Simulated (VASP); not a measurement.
Given:

```yaml
crystal:
  lattice:
    - [-1.43070, 1.43070, 1.43070]
    - [1.43070, -1.43070, 1.43070]
    - [1.43070, 1.43070, -1.43070]
  atoms:
    - { symbol: Fe, position: [0.00000, 0.00000, 0.00000], spin: 2.7 }
```

Method: r2SCAN meta-GGA, VASP's PBE PAW potentials (set 64) (plane waves; VASP 6.6.1). Run with 520 eV cut-off, 18×18×18 Γ-centred mesh, first-order Methfessel-Paxton smearing of 0.10 eV, potentials Fe.

Question: Give the energy at these volumes per atom, relative to the lowest: 10.97, 11.32, 11.67, 12.02, 12.37 Å³.

Answer: 32.9, 8.9, 0.0, 5.0, 19.2 meV/atom. A third-order Birch-Murnaghan fit gives B0 = 189 GPa and B0′ = 6.4.

Measured: bulk modulus 174 GPa at 0 K (computed value off by +8.6 %), as given by H. Levämäki et al., Physical Review B (2014), arXiv:1402.3671 [corrected for temperature and zero-point phonon effects]; a 2.853 Å at 0 K (computed value off by +0.3 %), as given by Daniel Mejia-Rodriguez et al., Physical Review B (2018), arXiv:1807.09216 [static lattice: zero-point anharmonic expansion removed].

The compound is Fe in the bcc structure. It was relaxed first.
